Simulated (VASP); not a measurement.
Energy against volume of MnO₂ (rutile). These are PBEsol GGA, VASP's PBE PAW potentials (set 64) (plane waves; VASP 6.6.1) values and carry that method's errors. Settings: 520 eV cut-off, 7×7×11 Γ-centred mesh, first-order Methfessel-Paxton smearing of 0.10 eV, potentials Mn_pv O.

Shape and ions are relaxed at each volume.

| V (Å³/atom) | E (eV/atom) |
|---|---|
| 8.490 | -8.40418 |
| 8.761 | -8.42668 |
| 9.032 | -8.43415 |
| 9.303 | -8.42896 |

Fit these four points and predict the energy of the run at 9.574 Å³/atom.

A cubic in V^(−2/3), the third-order Birch-Murnaghan form, passes through the four points with V0 = 9.05 Å³/atom and B0 = 247 GPa, and gives -8.4131 eV/atom there. The run gave -8.4131 eV/atom, +0.0 meV/atom from the fit; all five points give B0 = 247 GPa.

The compound is MnO2 in the rutile structure. It was relaxed first.
